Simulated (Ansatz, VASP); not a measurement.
# HF (liquid hydrogen fluoride at 293 K): VASP beside Ansatz

Wanted: the spread between two codes on one cell, functional and k mesh. The cell is taken from a series of runs on this material, whose earlier steps may have relaxed, scaled, displaced or heated it; both programs get it as it stands.

Main program and level: Ansatz 0.2.0; plane waves, with VASP 6.6.1 beside it; single point at PBE.

### 1. The structure

The cell holds 108 atoms: 54 F and 54 H. Its edges and angles: a = 12.108 Å, b = 12.108 Å, c = 12.108 Å, α = 90.0°, β = 90.0°, γ = 90.0°. As first built, before any earlier steps moved the atoms (in the runner's words): 54 hydrogen fluoride placed at random, at 1.01 g/cm^3; overlaps pushed apart, then 10 ps at 393 K with a harmonic two-site HF with charges of 0.5 e and a 12-6 site on F. Snapshot after 20 ps at 293 K and fixed volume.

### 2. Ansatz: single point, PBE, pair 1

Ansatz runs on its default PAW (the set named soft_2) files.

A single point gives forces, pressure and levels at one fixed geometry, so differences don't come from the geometry; what else differs is listed under the comparison.

input.yaml reads:

```yaml
crystal:
  lattice:
    - [12.10814, 0.0, 0.0]
    - [0.0, 12.10814, 0.0]
    - [0.0, 0.0, 12.10814]
  atoms:
    - { symbol: F, position: [0.80505, 0.18009, 0.82102] }
    - { symbol: H, position: [0.87931, 0.18275, 0.83744] }
    - { symbol: F, position: [0.44248, 0.37823, 0.62378] }
    - { symbol: H, position: [0.39848, 0.38381, 0.68969] }
    - { symbol: F, position: [0.26842, 0.33289, 0.96004] }
    - { symbol: H, position: [0.27318, 0.34632, 0.0379] }
    - { symbol: F, position: [0.38082, 0.10513, 0.15913] }
    - { symbol: H, position: [0.31571, 0.05606, 0.16143] }
    - { symbol: F, position: [0.14099, 0.20627, 0.53103] }
    - { symbol: H, position: [0.18153, 0.16824, 0.58574] }
    - { symbol: F, position: [0.75265, 0.5177, 0.66212] }
    - { symbol: H, position: [0.8279, 0.51669, 0.64024] }
    - { symbol: F, position: [0.87071, 0.49394, 0.27244] }
    - { symbol: H, position: [0.87059, 0.55712, 0.31746] }
    - { symbol: F, position: [0.18293, 0.74606, 0.89645] }
    - { symbol: H, position: [0.16345, 0.66993, 0.91382] }
    - { symbol: F, position: [0.8718, 0.78342, 0.51813] }
    - { symbol: H, position: [0.81677, 0.82478, 0.55434] }
    - { symbol: F, position: [0.24256, 0.92071, 0.57757] }
    - { symbol: H, position: [0.32111, 0.89954, 0.57317] }
    - { symbol: F, position: [0.00449, 0.96474, 0.41696] }
    - { symbol: H, position: [0.02536, 0.88987, 0.4094] }
    - { symbol: F, position: [0.87758, 0.29171, 0.40724] }
    - { symbol: H, position: [0.92842, 0.23333, 0.40991] }
    - { symbol: F, position: [0.74942, 0.40509, 0.48354] }
    - { symbol: H, position: [0.81192, 0.36988, 0.44882] }
    - { symbol: F, position: [0.1328, 0.56779, 0.93608] }
    - { symbol: H, position: [0.097, 0.49775, 0.92738] }
    - { symbol: F, position: [0.13892, 0.55198, 0.59116] }
    - { symbol: H, position: [0.18426, 0.49217, 0.56587] }
[... 72 atom lines left out ...]
    - { symbol: F, position: [0.3168, 0.36065, 0.78076] }
    - { symbol: H, position: [0.28619, 0.34901, 0.84712] }
    - { symbol: F, position: [0.3428, 0.30249, 0.32057] }
    - { symbol: H, position: [0.39991, 0.28236, 0.37224] }
    - { symbol: F, position: [0.99088, 0.14952, 0.39824] }
    - { symbol: H, position: [0.00702, 0.07134, 0.40214] }
kpoints:
  mp_grid: { grid: [1, 1, 1] }
hamiltonian:
  xc: pbe
scf:
  occupations: { method: fermi_dirac, width: 0.025 }
output:
  forces: true
```

Launch:

```
$ ansatz run input.yaml --threads 4 --pin off --max-ram 8192MiB --backend cpu --events-out ev --progress --plain --runs-dir out
```

Numbers of over 12 decimals in the logs are rounded to 6 here.

Output:

```text
Engine: ansatz 0.2.0, aarch64-unknown-linux-gnu
Pseudopotentials: kind: paw
Pseudopotential: F, paw, valence charge 7, recommended cutoff 420 eV (normal), F.paw.azcp
Pseudopotential: H, paw, valence charge 1, recommended cutoff 420 eV (normal), H.paw.azcp
Functional definition: PBE
  parameter kappa = 0.804
  parameter beta = 0.066725
  exchange = pbe_x(kappa = kappa, mu = beta*pi^2/3)
  correlation = pbe_c(beta = beta)
Crystal: 108 atoms, lattice volume = 1775.139 Å³
Basis set: ecut = 420 eV, 34697 PW (Γ), exchange–correlation on 162×162×162 points (8 copies of the dense FFT grid, shifted against one another)
Bands: 324, of which v1, the nominal top of the filled ones, is band 216 counted from 1 (215 counted from 0)
Symmetry: 1 space group operations
Space group: P1 (ITA 1), of the structure as read, at distance tolerance 1.2e-4 Å
k-points: 1
Non-local potential: F, projectors of the file, l = 0: 2, l = 1: 2, l = 2: 1
Non-local potential: H, projectors of the file, l = 0: 2, l = 1: 1
PAW form: soft (Blöchl's): semilocal exchange-correlation on the pseudo side does not see the compensation charge
PAW one-centre angular grid: F, 110 points (default); XC on 64 Gauss nodes
PAW one-centre angular grid: H, 110 points (default); XC on 64 Gauss nodes
Initial density: superposition of atomic densities (neutral atoms: chi_scale 0, normalization atom), corrected by the library's trained network
Initial wavefunctions: pseudopotential atomic-orbital guess
Functional: x = pbe(κ = 0.804, μ = 0.219515), c = pbe(β = 0.066725)
SCF iter   1: F=—  HF=-44518.208163 eV  |F-HF|=—  |Δ(HF+E_count)|=         —  Δρ=4.05e-3  dr2=2.51e-1  ethr=1.77e-3  ⟨swp⟩=6.0  Hψ=1354  notcnv=0  defer=57
preconditioner: auto → Resta (q_TF=auto, 2.156 Å⁻¹)  ε∞=1.9  [insulator: Δε(μ)=7.368 eV  Ē_g=19.755 eV  σ=0.025 eV  W_gap=1.00  n_scr=304 (ndim 8)  ℏωp=18.3 eV  f_vac=0.508  D(μ)=0.00/eV (n_scr^D=0)  ε∞_Penn≈1.9]
SCF iter   2: F=—  HF=-44518.126722 eV  |F-HF|=—  |Δ(HF+E_count)|=   8.14e-2  Δρ=1.74e-3  dr2=5.48e-2  ethr=5.81e-5  ⟨swp⟩=2.0  Hψ=516  notcnv=0  defer=101
SCF iter   3: F=—  HF=-44518.124024 eV  |F-HF|=—  |Δ(HF+E_count)|=   2.70e-3  Δρ=6.89e-4  dr2=1.13e-2  ethr=1.27e-5  ⟨swp⟩=2.0  Hψ=404  notcnv=0  defer=27
automatic band count: iteration 3 solves 250 bands in place of 324: the levels show a gap, and the empty bands left out lie too high to hold charge; the band table lists the bands solved (type scf.n_extra_bands for more)
SCF iter   4: F=—  HF=-44518.121825 eV  |F-HF|=—  |Δ(HF+E_count)|=   2.20e-3  Δρ=2.51e-4  dr2=1.12e-3  ethr=2.61e-6  ⟨swp⟩=2.0  Hψ=414  notcnv=0  defer=27
SCF iter   5: F=—  HF=-44518.121491 eV  |F-HF|=—  |Δ(HF+E_count)|=   3.34e-4  Δρ=1.18e-4  dr2=1.74e-4  ethr=2.59e-7  ⟨swp⟩=2.0  Hψ=424  notcnv=0  defer=27
SCF iter   6: F=—  HF=-44518.121467 eV  |F-HF|=—  |Δ(HF+E_count)|=   2.46e-5  Δρ=3.97e-5  dr2=1.86e-5  ethr=4.04e-8  ⟨swp⟩=3.0  Hψ=470  notcnv=0  defer=27
SCF iter   7: F=—  HF=-44518.124091 eV  |F-HF|=—  |Δ(HF+E_count)|=   2.62e-3  Δρ=1.29e-5  dr2=2.32e-6  ethr=4.30e-9  ⟨swp⟩=2.0  Hψ=469  notcnv=0  defer=27
SCF iter   8: F=—  HF=-44518.124093 eV  |F-HF|=—  |Δ(HF+E_count)|=   2.73e-6  Δρ=5.09e-6  dr2=3.05e-7  ethr=5.37e-10  ⟨swp⟩=3.0  Hψ=470  notcnv=0  defer=27
SCF iter   9: F=-44518.124094 eV  HF=-44518.124094 eV  |F-HF|=1.68e-7  |Δ(HF+E_count)|=   5.30e-7  Δρ=1.58e-6  dr2=3.97e-8  ethr=2.31e-11  ⟨swp⟩=5.0  Hψ=899  notcnv=0
SCF 1 converged in 9 iterations: F = -44518.124094 eV  dr2 = 3.97e-8
  greatest PAW one-centre occupation: 0.932 electrons in one spin orbital (limit 2), on the F atom at site 8 (counted from 0), in its partial waves of l = 0
SCF converged after 9 iterations
Free energy (F): -44518.124094 eV
Harris-Foulkes:  -44518.124094 eV  (|F-HF|=1.68e-7)
Internal energy: -44518.124094 eV  (E = F + TS)
E sigma→0 (E₀):  -44518.124094 eV
Fermi energy:    -2.341326 eV
--- Per-component energies (eV) ---
  E_band       = -5682.819041
  E_kinetic    = 11882.074210
  E_local      = -58848.603511  (includes V_loc(G=0)·N_el)
  E_nonlocal   = 4075.272998
  E_hartree    = 23470.910454
  E_xc         = -4753.522342
  E_vxc        = -6097.163508  (∫ρ·V_xc dr)
  E_paw        = -10886.187272  (= ΣΔE_a)
  E_vpaw       = -3636.258350  (= ΣTr[D̂ρ^β])
  E_aug_tail   = 0.056320  (compensation charges beyond the density's cutoff)
  E_ewald      = -9458.124951
  E_smearing   = -0.000000  (= −TS)
  E_closure    = -0.000000  (closes the sum)
  Σ components = -44518.124094   (vs F -44518.124094, Δ=0.00e0)
--- Forces (eV/Å), atoms counted from 1 ---
  atom   1  F     -2.81174416    -0.55954651    -1.07200176
  atom   2  H      2.21162878    -0.06632050     0.53146014
  atom   3  F      0.20303269     1.39360747     1.06147335
  atom   4  H     -0.32344701    -0.46344030     0.20743404
  atom   5  F     -0.38663273    -0.52487181     0.44444127
  atom   6  H     -0.07017204     0.00261932     0.51892530
  atom   7  F      0.12934699    -0.07584898     0.71561876
  atom   8  H      0.17642113     0.65435619    -0.40038272
  atom   9  F     -1.16890118     0.68306968    -1.32678961
  atom  10  H      0.90776912    -0.58790461     0.85517289
  atom  11  F     -0.42959957     0.86320069     0.00113617
  atom  12  H      1.31799841    -0.12407918    -0.20674642
  atom  13  F     -0.59869968    -1.31611894    -1.58737113
  atom  14  H      0.17279371     1.22292928     0.95103076
  atom  15  F      0.21860773     0.44875753    -0.37973595
  atom  16  H     -0.08649590    -0.27448904     0.04322819
  atom  17  F      1.40912134    -0.47356685     0.08154626
  atom  18  H     -1.21972161     0.65495539    -0.20272498
  atom  19  F      1.41085983    -0.41737318    -1.50572453
  atom  20  H      0.18932974    -0.37206284     0.08200775
  atom  21  F     -0.60033600     0.40598761     0.39823700
  atom  22  H      0.62409063    -1.08898703    -0.31775239
  atom  23  F     -1.53054872     2.17637309    -0.45763479
  atom  24  H      0.98437736    -1.53268224     0.27163091
[...]
atom 101  F      0.04419924    -1.24435662    -0.50219664
  atom 102  H     -0.20853166     1.60879978     1.00043038
  atom 103  F      1.25856207     0.64397106    -4.34828015
  atom 104  H     -1.03350252    -0.39378163     3.31411475
  atom 105  F     -0.37803101    -0.12660735    -0.05228224
  atom 106  H      0.32477329     0.26180885     0.67531261
  atom 107  F      0.95703365     0.23761626    -0.64519338
  atom 108  H     -0.13168351    -0.30591212     0.09242940
  max |Σ_I F_I| component: 4.15e-5 eV/Å
```

The column dr2 measures how far the density is from self-consistency, as an energy; F and HF (Harris–Foulkes) agree once it is small.

### 3. VASP: single point, PBE, pair 1

The same cell, functional, mesh and smearing now go to VASP, with its own data sets.

Lines of VASP's logs that name or quote its potential files are left out, and so is its time.

INCAR reads:

```
SYSTEM = HF
PREC = Accurate
ENCUT = 520
EDIFF = 1E-06
NELM = 120
ISMEAR = -1
SIGMA = 0.025
LREAL = Auto
ALGO = Normal
GGA = PE
NBANDS = 296
LORBIT = 11
LWAVE = .FALSE.
LCHARG = .FALSE.
ISIF = 2
LASPH = .TRUE.
GGA_COMPAT = .FALSE.
EFERMI = MIDGAP
NCORE = 2
```

POSCAR reads:

```
HF
1.0
   12.1081400000      0.0000000000      0.0000000000
    0.0000000000     12.1081400000      0.0000000000
    0.0000000000      0.0000000000     12.1081400000
F H
54 54
Direct
    0.8050500000      0.1800900000      0.8210200000
    0.4424800000      0.3782300000      0.6237800000
    0.2684200000      0.3328900000      0.9600400000
    0.3808200000      0.1051300000      0.1591300000
    0.1409900000      0.2062700000      0.5310300000
    0.7526500000      0.5177000000      0.6621200000
    0.8707100000      0.4939400000      0.2724400000
    0.1829300000      0.7460600000      0.8964500000
    0.8718000000      0.7834200000      0.5181300000
    0.2425600000      0.9207100000      0.5775700000
    0.0044900000      0.9647400000      0.4169600000
    0.8775800000      0.2917100000      0.4072400000
    0.7494200000      0.4050900000      0.4835400000
    0.1328000000      0.5677900000      0.9360800000
    0.1389200000      0.5519800000      0.5911600000
    0.5894700000      0.8932700000      0.4043200000
    0.5253000000      0.9149800000      0.2365600000
    0.8545400000      0.3481000000      0.9419300000
    0.9070800000      0.9819300000      0.7070600000
    0.7124700000      0.8942500000      0.5496200000
    0.6046900000      0.4597000000      0.7589800000
    0.2146400000      0.0184500000      0.1524400000
    0.2426800000      0.3514500000      0.1600900000
    0.3786700000      0.5088600000      0.0430100000
    0.9388700000      0.5276100000      0.5977900000
    0.4344500000      0.8625700000      0.5587500000
    0.9860100000      0.1940000000      0.8592000000
    0.1599900000      0.1044200000      0.8682300000
    0.0382100000      0.0452900000      0.0759500000
    0.0908900000      0.9487500000      0.6740800000
[... 72 atom lines left out ...]
    0.9680200000      0.3792600000      0.9153900000
    0.3178400000      0.5468400000      0.1314400000
    0.8712000000      0.6983700000      0.4362100000
    0.2861900000      0.3490100000      0.8471200000
    0.3999100000      0.2823600000      0.3722400000
    0.0070200000      0.0713400000      0.4021400000
```

KPOINTS reads:

```
Automatic mesh
0
Gamma
1 1 1
0 0 0
```

The projector-augmented-wave data sets are F and H (PBE family, release 64).

Launch:

```
$ mpirun -np 8 vasp_gam
```

Output:

```text
[banner, memory and clock lines left out]
running    8 mpi-ranks, on    1 nodes
[...]
LDA part: xc-table for (Slater+PW92), standard interpolation
 POSCAR, INCAR and KPOINTS ok, starting setup
[...]
entering main loop
       N       E                     dE             d eps       ncg     rms          rms(c)
DAV:   1     0.398514640300E+04    0.39851E+04   -0.24821E+05   656   0.135E+03
DAV:   2    -0.853533444148E+02   -0.40705E+04   -0.39300E+04   712   0.350E+02
DAV:   3    -0.460963487807E+03   -0.37561E+03   -0.37373E+03   680   0.111E+02
DAV:   4    -0.466273408896E+03   -0.53099E+01   -0.52981E+01   688   0.150E+01
[...]
DAV:  18    -0.439067593944E+03    0.17544E-05   -0.23689E-05   656   0.200E-02    0.906E-03
DAV:  19    -0.439067592569E+03    0.13749E-05   -0.18119E-05   688   0.144E-02    0.435E-03
DAV:  20    -0.439067592051E+03    0.51803E-06   -0.16085E-06   496   0.471E-03
   1 F= -.43906759E+03 E0= -.43906759E+03  d E =0.000000E+00
```

From OUTCAR (step 3):

```text
  FREE ENERGIE OF THE ION-ELECTRON SYSTEM (eV)
  ---------------------------------------------------
  free  energy   TOTEN  =      -439.0675920506 eV

  energy  without entropy=     -439.0675920506  energy(sigma->0) =     -439.06759205

[... 1 further part left out ...]
```

The run ends at a pressure of 4.06 GPa, with forces up to 5.1 eV/Å.

### 4. Differences

Known differences besides the potentials themselves: the cutoff is 420 eV in Ansatz and 520 eV in VASP (PREC = Accurate, projectors in real space). Total energies have different zeros and are not compared.

The two programs side by side:

```tsv
quantity	Ansatz	VASP	difference
gap on the k mesh (eV)	7.331	7.305	+0.026
```

Forces on 7 of the 108 atoms, those with the largest forces and the largest differences (eV/Å; atoms numbered as in POSCAR):

```tsv
atom	Ansatz x, y, z	VASP x, y, z
F1	-2.812, -0.560, -1.072	-3.198, -0.572, -1.148
F12	-1.531, 2.176, -0.458	-1.732, 2.416, -0.425
F19	-2.969, 0.169, 0.707	-3.295, 0.140, 0.767
F35	-2.041, 0.568, 1.703	-2.156, 0.635, 1.870
F40	1.849, 1.656, -0.345	2.138, 1.831, -0.424
F52	1.259, 0.644, -4.348	1.496, 0.731, -4.823
H106	-1.034, -0.394, 3.314	-1.253, -0.484, 3.799
```

The forces differ by 147 meV/Å r.m.s., which is 15.8 % of the r.m.s. force of 0.926 eV/Å (both taken over all components). A gap on the mesh is an upper bound, since the band edges may lie between its points.

(Continued in part 2 of 2.)

[Lines on the potential files, build, host, timing and source positions are cut from VASP's logs without a mark.]

[Logs are printed without paths, hosts, clocks, repeated set-up lines and the standing remarks that a program may print on its own settings, such as how far it seeks lower states.]

[Hosts, paths, dates, database ids (printed as entryN), source tags and the programs' standing remarks are cut or masked in the printed files.]
